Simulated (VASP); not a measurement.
Crystal: GaBiSe3.

```
Ga Bi Se
1.0
     3.45000    1.99186    6.20000
    -3.45000    1.99186    6.20000
     0.00000   -3.98372    6.20000
Ga Bi Se
2 2 6
Direct
  0.50000 0.50000 0.50000
  0.00000 0.00000 0.00000
  0.27870 0.27870 0.27870
  0.77870 0.77870 0.77870
  0.22010 0.86010 0.61390
  0.61390 0.22010 0.86010
  0.86010 0.61390 0.22010
  0.72010 0.11390 0.36010
  0.36010 0.72010 0.11390
  0.11390 0.36010 0.72010
```

The cell was built by a generator and needn't be a form met in nature.

```yaml
Program: VASP 6.6.1
Task: relaxation of cell and atoms
Functional: PBE
Potentials_or_basis: VASP PAW PBE potentials, release 64 (Ga_d, Bi_d, Se)
Cutoff: 520 eV
k_mesh: 3 × 3 × 3
Occupations: gaussian, width 0.15 eV
Spin: no spin polarisation
```

At the start: pressure 3.4 GPa; volume 25.56 Å³/atom.

Question: How do energy, volume and symmetry change on relaxing?

Answer: Over 14 steps the energy falls by 70.2 meV/atom and the volume is 27.22 Å³/atom (+6.5 %); space group R3c (No. 161, to 0.05 Å).

Step by step:
| step | energy change (eV) | largest force (eV/Å) | pressure (GPa) | volume (Å³) |
| --- | --- | --- | --- | --- |
| 1 | 0.0000 | 1.0544 | 3.43 | 255.64 |
| 2 | -0.4006 | 0.6916 | -1.70 | 276.34 |
| 3 | -0.4007 | 0.7383 | -1.51 | 275.82 |
| 4 | -0.5837 | 0.4036 | -0.63 | 270.89 |
| 5 | -0.6505 | 0.1974 | 0.37 | 266.87 |
| 6 | -0.6542 | 0.1791 | 0.65 | 265.80 |
| 7 | -0.6797 | 0.1179 | 0.06 | 269.33 |
| 8 | -0.6846 | 0.0992 | -0.17 | 271.00 |
| 9 | -0.6826 | 0.0689 | -0.68 | 274.34 |
| 10 | -0.6858 | 0.0934 | -0.32 | 271.99 |
| 11 | -0.6996 | 0.0918 | -0.02 | 270.98 |
| 12 | -0.7006 | 0.1191 | 0.11 | 270.74 |
| 13 | -0.7008 | 0.1388 | 0.20 | 270.65 |
| 14 | -0.7020 | 0.0305 | -0.18 | 272.22 |

Final structure:
```xyz
10
Lattice="3.5646 2.0580 6.1846 -3.5646 2.0580 6.1846 0.0000 -4.1161 6.1846" Properties=species:S:1:pos:R:3 pbc="T T T"
Ga    0.0000    0.0000    9.2978
Ga    0.0000    0.0000    0.0209
Bi    0.0000    0.0000    5.3501
Bi    0.0000    0.0000   14.6270
Se   -2.2421   -0.4469   10.4107
Se    1.5081   -1.7182   10.4107
Se    0.7340    2.1652   10.4107
Se    2.0565    0.3398    7.3184
Se   -1.3225    1.6111    7.3183
Se   -0.7340   -1.9509    7.3184
```

Caveat: the relaxation stopped at a loose force limit of 0.08 eV/Å, so its end isn't a converged minimum.
